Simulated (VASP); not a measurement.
Consider the following.

```yaml
crystal:
  lattice:
    - [3.18837, 0.00000, 0.00000]
    - [-1.59418, 2.76121, 0.00000]
    - [0.00000, 0.00000, 5.28905]
  atoms:
    - { symbol: B, position: [0.66667, 0.33333, 0.50037] }
    - { symbol: B, position: [0.33333, 0.66667, 0.00037] }
    - { symbol: P, position: [0.66667, 0.33333, 0.87463] }
    - { symbol: P, position: [0.33333, 0.66667, 0.37463] }
```

Computed with r2SCAN meta-GGA, VASP's PBE PAW potentials (set 64) (plane waves; VASP). Numerical set-up: 520 eV cut-off, 9×9×5 Γ-centred mesh, tetrahedra with Blöchl corrections, potentials B P.

The cores are frozen, which limits the accuracy of field gradients.

Problem. Give the principal components of the electric field gradient (V/Å²) and the asymmetry η at each nucleus.

Solution. 
| atom | Vxx | Vyy | Vzz | η |
|---|---|---|---|---|
| B1 | -0.8 | -0.8 | 1.6 | 0.00 |
| B2 | -0.8 | -0.8 | 1.6 | 0.00 |
| P3 | -2.9 | -2.9 | 5.7 | 0.00 |
| P4 | -2.9 | -2.9 | 5.7 | 0.00 |

The structure comes from a computed database's BP entry (P6_3mc); how it stands against other phases isn't given here. It was relaxed first.
